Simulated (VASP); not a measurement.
Data:

BaHfO3 is taken in the cubic space group Pm-3m (No. 221), the cubic perovskite structure, Pearson symbol cP5. Cell: a = 4.185 Å, b = 4.185 Å, c = 4.185 Å, α = 90.00°, β = 90.00°, γ = 90.00°. Ba on 1a has 12 O at 2.959 Å (cuboctahedral). Hf on 1b sees 6 O at 2.092 Å (octahedral). O on 3c has 2 Hf at 2.092 Å and 4 Ba at 2.959 Å (octahedral). (Neighbours: up to the widest gap in distance over summed covalent radii, below 1.35, at either atom; cation-cation and far metal-metal contacts left out.)

Method: PBE GGA with D3 dispersion (zero damping), VASP's PBE PAW potentials (set 64) (plane waves; VASP 6.6.1). Numerical set-up: 520 eV cut-off, 5×5×5 Γ-centred mesh, Gaussian smearing of 0.050 eV, potentials Ba_sv Hf_pv O.

Give the energy at these volumes per atom, relative to the lowest: 13.77, 14.21, 14.65, 15.09, 15.53 Å³.

30.6, 7.3, 0.0, 6.1, 23.6 meV/atom. A third-order Birch-Murnaghan fit gives B0 = 163 GPa and B0′ = 4.5.

Measured: a 4.171 Å (computed value off by +0.3 %), as given by Zhao et al., (2008), arXiv:0809.3506. The calculation is for a static lattice, while the measured a holds thermal and zero-point effects, which are part of the difference.

The compound is BaHfO3 in the cubic perovskite structure. It was relaxed first.
